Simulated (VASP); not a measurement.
Output of a VASP run:

### OSZICAR
```
       N       E                     dE             d eps       ncg     rms          rms(c)
DAV:   1     0.519864665872E+02    0.51986E+02   -0.61706E+03  1643   0.881E+02
DAV:   2    -0.108109204413E+02   -0.62797E+02   -0.60610E+02  1719   0.259E+02
DAV:   3    -0.114476706382E+02   -0.63675E+00   -0.63402E+00  1826   0.255E+01
DAV:   4    -0.114488348945E+02   -0.11643E-02   -0.11642E-02  1752   0.127E+00
DAV:   5    -0.114488391805E+02   -0.42859E-05   -0.42856E-05  1813   0.723E-02    0.167E+01
DAV:   6    -0.109506302933E+02    0.49821E+00   -0.81960E-01  1686   0.111E+01    0.530E+00
DAV:   7    -0.108671242418E+02    0.83506E-01   -0.21397E-01  1806   0.536E+00    0.828E-01
DAV:   8    -0.108629637513E+02    0.41605E-02   -0.33307E-03  1638   0.805E-01    0.163E-01
DAV:   9    -0.108630154220E+02   -0.51671E-04   -0.58112E-05  1855   0.962E-02    0.820E-02
DAV:  10    -0.108630218267E+02   -0.64047E-05   -0.80940E-06  1689   0.370E-02    0.803E-03
DAV:  11    -0.108630228178E+02   -0.99118E-06   -0.24139E-07   981   0.559E-03
   1 F= -.10863023E+02 E0= -.10860121E+02  d E =-.580442E-02
```

File OUTCAR:
```
------------------------ aborting loop because EDIFF is reached ----------------------------------------
  FORCE on cell =-STRESS in cart. coord.  units (eV):
  Direction    XX          YY          ZZ          XY          YZ          ZX
  --------------------------------------------------------------------------------------
  Total        2.2234667      2.2234667      2.2234667     -0.0000000     -0.0000000     -0.0000000
  in kB      244.1307863    244.1307863    244.1307863     -0.0000000     -0.0000000     -0.0000000
  external PRESSURE =     244.1307863 kB  Pullay stress =       0.0000000 kB
  volume of cell :       14.59
      direct lattice vectors                 reciprocal lattice vectors
    -1.539405000  1.539405000  1.539405000     0.000000000  0.324800816  0.324800816
     1.539405000 -1.539405000  1.539405000     0.324800816  0.000000000  0.324800816
     1.539405000  1.539405000 -1.539405000     0.324800816  0.324800816  0.000000000
 POSITION                                       TOTAL-FORCE (eV/Angst)
 -----------------------------------------------------------------------------------
      0.00000      0.00000      0.00000         0.000000     -0.000000     -0.000000
 -----------------------------------------------------------------------------------
    total drift:                                0.000000      0.000000      0.000000
  FREE ENERGIE OF THE ION-ELECTRON SYSTEM (eV)
  ---------------------------------------------------
  free  energy   TOTEN  =       -10.8630228178 eV

  energy  without entropy=      -10.8572183943  energy(sigma->0) =      -10.86012061
```
(Selected blocks of OUTCAR.)

**POSCAR**
```
Mo
1
   -1.5394050000     1.5394050000     1.5394050000
    1.5394050000    -1.5394050000     1.5394050000
    1.5394050000     1.5394050000    -1.5394050000
Mo
1
Direct
  0.0000000000   0.0000000000   0.0000000000
```

Question: Write an INCAR and KPOINTS that could have produced this output.

Answer: This is not unique; one that fits is the input of the run itself, PBE GGA, plane waves, VASP's PBE PAW potentials (set 64).

INCAR:
```
# general
SYSTEM  = Mo
PREC    = Accurate
ENCUT   = 300
LREAL   = .False.
LASPH   = .True.

# electronic loop
EDIFF   = 1E-6
NELM    = 100
ALGO    = Normal
LMAXMIX = 4

# smearing
ISMEAR  = 0
SIGMA   = 0.2

# functional
GGA     = PE

# ions
ISIF    = 2

# output
LWAVE   = .False.
LCHARG  = .False.
```

File KPOINTS:
```
Automatic mesh
0
Gamma
12 12 12
0 0 0
```

POTCAR, in this order: Mo_sv (PBE.64 set). Program: vasp_std.

At this cut-off the stress carries a Pulay error, which pulls relaxed volumes low.

The structure is a typed Mo crystal. The cell was not relaxed at this level.
